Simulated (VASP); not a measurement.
Output of a VASP run:

### OSZICAR
```
...
       N       E                     dE             d eps       ncg     rms          rms(c)
DAV:   1    -0.171446580334E+02   -0.27642E-04   -0.10212E-04  2922   0.173E-01    0.273E-02
DAV:   2    -0.171446543387E+02    0.36947E-05   -0.44457E-05  2942   0.113E-01    0.156E-02
DAV:   3    -0.171446506192E+02    0.37195E-05   -0.75635E-06  2922   0.469E-02    0.292E-03
DAV:   4    -0.171446504771E+02    0.14210E-06   -0.47048E-07  1456   0.569E-03
  10 F= -.17144650E+02 E0= -.17144884E+02  d E =-.393629E-04  mag=    -0.0000
       N       E                     dE             d eps       ncg     rms          rms(c)
DAV:   1    -0.171447200845E+02   -0.69465E-04   -0.42301E-04  2922   0.350E-01    0.548E-02
DAV:   2    -0.171447050069E+02    0.15078E-04   -0.17630E-04  2942   0.225E-01    0.308E-02
DAV:   3    -0.171446903942E+02    0.14613E-04   -0.29991E-05  2922   0.933E-02    0.589E-03
DAV:   4    -0.171446897955E+02    0.59865E-06   -0.19716E-06  2906   0.115E-02
  11 F= -.17144690E+02 E0= -.17144923E+02  d E =-.786813E-04  mag=    -0.0000
       N       E                     dE             d eps       ncg     rms          rms(c)
DAV:   1    -0.171448783498E+02   -0.18796E-03   -0.16895E-03  2922   0.699E-01    0.110E-01
DAV:   2    -0.171448172299E+02    0.61120E-04   -0.70360E-04  2942   0.449E-01    0.615E-02
DAV:   3    -0.171447592541E+02    0.57976E-04   -0.11957E-04  2922   0.186E-01    0.118E-02
DAV:   4    -0.171447567991E+02    0.24550E-05   -0.79034E-06  2922   0.230E-02    0.283E-03
DAV:   5    -0.171447567553E+02    0.43796E-07   -0.79217E-08  1456   0.335E-03
  12 F= -.17144757E+02 E0= -.17144987E+02  d E =-.145641E-03  mag=     0.0000
       N       E                     dE             d eps       ncg     rms          rms(c)
DAV:   1    -0.171453308267E+02   -0.57403E-03   -0.67768E-03  2922   0.140E+00    0.220E-01
DAV:   2    -0.171450836530E+02    0.24717E-03   -0.28111E-03  2942   0.898E-01    0.122E-01
DAV:   3    -0.171448539460E+02    0.22971E-03   -0.47540E-04  2922   0.371E-01    0.234E-02
DAV:   4    -0.171448441425E+02    0.98035E-05   -0.31444E-05  2922   0.464E-02    0.557E-03
DAV:   5    -0.171448440034E+02    0.13908E-06   -0.31738E-07  1716   0.671E-03
  13 F= -.17144844E+02 E0= -.17145070E+02  d E =-.232889E-03  mag=    -0.0000
       N       E                     dE             d eps       ncg     rms          rms(c)
DAV:   1    -0.171467762992E+02   -0.19322E-02   -0.27099E-02  2922   0.280E+00    0.441E-01
DAV:   2    -0.171457737281E+02    0.10026E-02   -0.11149E-02  2942   0.179E+00    0.243E-01
DAV:   3    -0.171448708725E+02    0.90286E-03   -0.18786E-03  2922   0.739E-01    0.469E-02
DAV:   4    -0.171448312575E+02    0.39615E-04   -0.12585E-04  2922   0.943E-02    0.114E-02
DAV:   5    -0.171448307945E+02    0.46299E-06   -0.13610E-06  2824   0.135E-02
  14 F= -.17144831E+02 E0= -.17145048E+02  d E =-.219680E-03  mag=    -0.0000
       N       E                     dE             d eps       ncg     rms          rms(c)
DAV:   1    -0.171456740140E+02   -0.84276E-03   -0.11012E-02  2922   0.179E+00    0.282E-01
DAV:   2    -0.171452665631E+02    0.40745E-03   -0.46539E-03  2942   0.116E+00    0.158E-01
DAV:   3    -0.171448845476E+02    0.38202E-03   -0.78729E-04  2922   0.478E-01    0.298E-02
DAV:   4    -0.171448680603E+02    0.16487E-04   -0.50829E-05  2932   0.570E-02    0.696E-03
DAV:   5    -0.171448678485E+02    0.21179E-06   -0.47007E-07  1946   0.855E-03
  15 F= -.17144868E+02 E0= -.17145091E+02  d E =-.256734E-03  mag=    -0.0000
```

OUTCAR:
```
------------------------ aborting loop because EDIFF is reached ----------------------------------------
  FORCE on cell =-STRESS in cart. coord.  units (eV):
  Direction    XX          YY          ZZ          XY          YZ          ZX
  --------------------------------------------------------------------------------------
  Total       -0.0146803     -0.0146803     -0.0146803     -0.0000000      0.0000000      0.0000000
  in kB       -1.4212578     -1.4212578     -1.4212578     -0.0000000      0.0000000      0.0000000
  external PRESSURE =      -1.4212578 kB  Pullay stress =       0.0000000 kB
  volume of cell :       16.55
      direct lattice vectors                 reciprocal lattice vectors
     2.548343353  0.000000000  0.000000000     0.392411799  0.000000000 -0.000000000
    -0.000000000  2.548343353 -0.000000000    -0.000000000  0.392411799  0.000000000
     0.000000000 -0.000000000  2.548343353    -0.000000000  0.000000000  0.392411799
 POSITION                                       TOTAL-FORCE (eV/Angst)
 -----------------------------------------------------------------------------------
      0.00000      0.00000      0.00000         0.000000     -0.000000      0.000000
      1.27417      1.27417      1.27417        -0.000000      0.000000      0.000000
 -----------------------------------------------------------------------------------
    total drift:                                0.000000      0.000000      0.000000
  FREE ENERGIE OF THE ION-ELECTRON SYSTEM (eV)
  ---------------------------------------------------
  free  energy   TOTEN  =       -17.1448678485 eV

  energy  without entropy=      -17.1455363499  energy(sigma->0) =      -17.14509068

 total charge

# of ion       s       p       d       tot
------------------------------------------
    1        0.378   6.447   4.485  11.310
    2        0.668   1.145   0.000   1.813
--------------------------------------------------
tot          1.046   7.592   4.485  13.123

 magnetization (x)

# of ion       s       p       d       tot
------------------------------------------
    1       -0.000  -0.000  -0.000  -0.000
    2        0.000  -0.000   0.000  -0.000
--------------------------------------------------
tot          0.000  -0.000  -0.000  -0.000

 reached required accuracy - stopping structural energy minimisation
```
(Selected blocks of OUTCAR.)

File POSCAR:
```
CrB
1
    2.8990000000     0.0000000000     0.0000000000
    0.0000000000     2.8990000000     0.0000000000
    0.0000000000     0.0000000000     2.8990000000
Cr B
1 1
Direct
  0.0000000000   0.0000000000   0.0000000000
  0.5000000000   0.5000000000   0.5000000000
```

Question: Reconstruct the remaining input files.

Answer: Several could match; the one computed here: the input of the run itself, PBEsol GGA, plane waves, VASP's PBE PAW potentials (set 64).

**INCAR**
```
! general
SYSTEM  = CrB
PREC    = Accurate
ENCUT   = 520   ! plane-wave cut-off (eV)
LREAL   = .FALSE.   ! projection in real space or not
LASPH   = .TRUE.   ! aspherical one-centre terms

! electronic loop
EDIFF   = 1E-6   ! SCF stop (eV)
NELM    = 100   ! most electronic steps
ALGO    = Normal
LMAXMIX = 4   ! l cut-off of mixed one-centre charges

! smearing
ISMEAR  = 1
SIGMA   = 0.1

! functional
GGA     = PS

! spin
ISPIN   = 2   ! spin-polarised
MAGMOM  = 3.0 0.0

! ions
IBRION  = 2   ! conjugate gradients
NSW     = 60   ! most ionic steps
ISIF    = 3
EDIFFG  = -0.01

! output
LWAVE   = .FALSE.
LCHARG  = .FALSE.
LORBIT  = 10
```

KPOINTS:
```
Automatic mesh
0
Gamma
11 11 11
0 0 0
```

POTCAR, in this order: Cr_pv B (PBE.64 set). Program: vasp_std.

Energy and stress use the plane-wave basis of the starting cell. The moments were started parallel, and other spin orders were not tried in this run.

The structure was generated: CrB was put into the CsCl type type (Pm-3m), which need not be its known phase. This run relaxes it. Symmetry was kept, so distortions that lower it aren't found.
